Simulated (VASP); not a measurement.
**ZnRe: single point with PBEsol**

Crystal: ZnRe.

```xyz
2
Lattice="2.7482 0.0000 0.0000 -1.3741 2.3800 0.0000 0.0000 0.0000 4.6289" Properties=species:S:1:pos:R:3 pbc="T T T"
Zn    0.0000    0.0000    0.0000
Re    0.0000    1.5867    2.3144
```

The cell comes from a database or a generator and needn't be the stable form of this composition.

The cell isn't the ideal one: strain +0.0300 x Voigt [0, 0, 1, 0, 0, 0], atoms carried along.

- Program: VASP 6.6.1
- Task: single point
- Functional: PBEsol
- Potentials or basis: VASP PAW PBE potentials, release 64 (Zn, Re)
- Cutoff: 520 eV
- k mesh: 21 × 21 × 10
- Occupations: gaussian, width 0.15 eV
- Spin: no spin polarisation
- Dipole correction: no
- Further INCAR settings: ALGO = Fast; EDIFF = 1e-06; NBANDS = 16

| Property | Result |
| --- | --- |
| Pressure | -13.8 GPa |
| Band gap on the k mesh | none (metal or under the smearing width) |

Stress tensor (GPa, compression positive):
```
-11.92   0.00   0.00
  0.00 -11.92   0.00
  0.00   0.00 -17.50
```

Levels at points of the mesh, in eV from the Fermi level:
| k point | band 6 | band 7 | band 8 | band 9 | band 10 | band 11 | band 12 | band 13 | band 14 | band 15 |
| --- | --- | --- | --- | --- | --- | --- | --- | --- | --- | --- |
| (0.00, 0.00, 0.00) | -6.79 | -5.07 | -1.72 | -1.18 | -1.18 | 1.75 | 1.75 | 4.03 | 14.89 | 17.14 |
| (0.00, 0.00, 0.50) | -6.79 | -6.79 | -3.17 | -1.12 | -1.12 | 1.70 | 1.70 | 8.77 | 13.10 | 14.98 |

Run time: 73 s on 1 thread of AMD EPYC 9R45 (Zen 5), on a shared host, peak memory 0.23 GiB.

Caveat: the PAW data sets were made with another functional, which shifts forces and pressure a little. The run has no spin-orbit coupling, so splittings on Re are missing.
